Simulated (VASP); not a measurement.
Here is the system:

```xyz
8
Lattice="0.0000 3.2152 3.2152 3.2152 0.0000 3.2152 12.8624 12.8624 -0.0018" Properties=species:S:1:pos:R:3 pbc="T T T"
In    12.8105    12.8105     0.0502
In     3.2134     3.2134     0.0017
In     9.6908     9.6908     6.3851
Sb     1.5869     1.5869     1.6283
Sb     4.8513     4.8513     1.5790
Sb     8.1129     8.1129     1.5326
Sb    11.1777    11.1777     1.6829
Al    12.8673    12.8673     6.4237
```

These are PBEsol GGA, VASP's PBE PAW potentials (set 64) (plane waves; VASP) values and carry that method's errors. Settings: 400 eV cut-off, 9×9×3 Γ-centred mesh, tetrahedra with Blöchl corrections, potentials In_d Sb Al.

The cores are frozen, which limits the accuracy of field gradients.

### Question
Give the principal components of the electric field gradient (V/Å²) and the asymmetry η at each nucleus.

### Answer

```tsv
atom	Vxx	Vyy	Vzz	η
In1	-1.2	-1.2	2.4	0.00
In2	-2.9	-2.9	5.8	0.00
In3	-2.5	-2.5	5.0	0.00
Sb4	-11.1	-11.1	22.2	0.00
Sb5	-11.0	-11.0	22.0	0.00
Sb6	21.3	21.3	-42.5	0.00
Sb7	-3.4	-3.4	6.8	0.00
Al8	1.9	1.9	-3.8	0.00
```

The structure was generated: AlIn3Sb4 was put into an ordered model structure (R3m), which need not be its known phase. It was relaxed first.
